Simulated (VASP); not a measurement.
OSZICAR of a VASP run on PbF2 (fluorite):

**OSZICAR**
```
       N       E                     dE             d eps       ncg     rms          rms(c)
DAV:   1     0.249700045886E+03    0.24970E+03   -0.15292E+04  2456   0.181E+03
DAV:   2    -0.521360862188E+02   -0.30184E+03   -0.29027E+03  2806   0.465E+02
DAV:   3    -0.794332434616E+02   -0.27297E+02   -0.27020E+02  2890   0.157E+02
DAV:   4    -0.802085508360E+02   -0.77531E+00   -0.77426E+00  2630   0.269E+01
DAV:   5    -0.802339206785E+02   -0.25370E-01   -0.25368E-01  2906   0.504E+00    0.700E+00
DAV:   6    -0.712029175682E+02    0.90310E+01   -0.62104E+00  3132   0.380E+01    0.220E+00
DAV:   7    -0.698775888085E+02    0.13253E+01   -0.13957E+00  2474   0.145E+01    0.169E+00
DAV:   8    -0.726789043223E+02   -0.28013E+01   -0.74512E-01  2452   0.994E+00    0.769E-01
DAV:   9    -0.694605370764E+02    0.32184E+01   -0.82444E-01  2452   0.840E+00    0.103E+00
DAV:  10    -0.701407554025E+02   -0.68022E+00   -0.50435E-01  2448   0.605E+00    0.160E-01
DAV:  11    -0.701244909526E+02    0.16264E-01   -0.17364E-02  2620   0.152E+00    0.277E-01
DAV:  12    -0.701151903439E+02    0.93006E-02   -0.15142E-02  2448   0.115E+00    0.471E-01
DAV:  13    -0.701432073762E+02   -0.28017E-01   -0.23029E-02  2448   0.171E+00    0.246E-01
DAV:  14    -0.701461032789E+02   -0.28959E-02   -0.31722E-03  2448   0.581E-01    0.143E-01
DAV:  15    -0.701480997584E+02   -0.19965E-02   -0.34337E-04  2448   0.195E-01    0.140E-01
DAV:  16    -0.701478198649E+02    0.27989E-03   -0.20282E-03  3010   0.340E-01    0.122E-02
DAV:  17    -0.701480758815E+02   -0.25602E-03   -0.12358E-04  2448   0.131E-01    0.590E-03
DAV:  18    -0.701480574999E+02    0.18382E-04   -0.11038E-05  2676   0.434E-02    0.866E-03
DAV:  19    -0.701480887635E+02   -0.31264E-04   -0.84781E-06  2448   0.284E-02    0.404E-03
DAV:  20    -0.701481005227E+02   -0.11759E-04   -0.46536E-06  2448   0.243E-02    0.156E-03
DAV:  21    -0.701481009637E+02   -0.44099E-06   -0.71433E-07  1500   0.979E-03
   1 F= -.70148101E+02 E0= -.70148101E+02  d E =-.207355E-17
```

Question: Which electronic solver shows in the log?

Answer: It is blocked Davidson (ALGO = Normal, or the opening steps of other solvers). The INCAR had ALGO = Normal.

Question: Can the final energy be trusted as converged?

Answer: The calculation finished and met its thresholds. It stopped with EDIFF = 1E-6, NELM = 100 (r2SCAN meta-GGA, plane waves, VASP's PBE PAW potentials (set 64)).

The compound is PbF2 in the fluorite structure, the β form. The cell was not relaxed at this level, atoms are displaced from their ideal sites. The run is one of a series of settings (GGA removed, LMIXTAU = .TRUE., METAGGA = R2SCAN against the base run), some of them coarse on purpose.
